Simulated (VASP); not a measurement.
**Ni3Ge (space group Pm-3m): computed properties**

All values below come from LDA (Ceperley-Alder, Perdew-Zunger), VASP's LDA PAW potentials (set 64) (plane waves; VASP).

For Ni$_{3}$Ge, the space group is Pm-3m (221) and the cell comes out as a = b = c = 3.4894 Å, α = β = γ = 90.00°. The volume per atom is 10.62 Å^3/atom, the band gap (over mesh and band path) is none (metal, semimetal or under 0.01 eV) and the band gap with spin-orbit coupling is none (metallic). The density is 9.72 g/cm³.

```cif
data_GeNi3
_chemical_formula_sum 'Ni3 Ge1'
_space_group_name_H-M_alt 'Pm-3m'
_space_group_IT_number 221
_space_group_name_Hall '-P 4 2 3'
_cell_length_a 3.48943
_cell_length_b 3.48943
_cell_length_c 3.48943
_cell_angle_alpha 90.000
_cell_angle_beta 90.000
_cell_angle_gamma 90.000
loop_
_atom_site_label
_atom_site_type_symbol
_atom_site_symmetry_multiplicity
_atom_site_Wyckoff_symbol
_atom_site_fract_x
_atom_site_fract_y
_atom_site_fract_z
_atom_site_occupancy
Ni1 Ni 3 c 0.00000 0.50000 0.50000 1
Ge1 Ge 1 a 0.00000 0.00000 0.00000 1
```

The structure comes from a computed database's Ni3Ge entry (Pm-3m); how it stands against other phases isn't given here. It was relaxed first. Symmetry was kept, so distortions that lower it aren't found. The run is not spin-polarised, so no magnetic state was tried.
